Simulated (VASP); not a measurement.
Data:

```
Rb
1.0
   -2.83984     2.83984     2.83984
    2.83984    -2.83984     2.83984
    2.83984     2.83984    -2.83984
Rb
1
Direct
  0.00000   0.00000   0.00000
```

These are AM05 GGA, VASP's PBE PAW potentials (set 64) (plane waves; VASP 6.6.1) values and carry that method's errors. Settings: 520 eV cut-off, Gaussian smearing of 0.050 eV, potentials Rb_sv.

Give the energies of bands 5 to 7 at the high-symmetry points, in eV from the Fermi level.

```tsv
band	Γ	H	N	P
5	-1.99	1.23	0.23	1.26
6	3.69	1.23	0.73	1.26
7	3.69	3.21	2.58	1.26
```

It has no gap at this level: it comes out as a metal or semimetal.

The compound is Rb in the bcc structure. It was relaxed first.
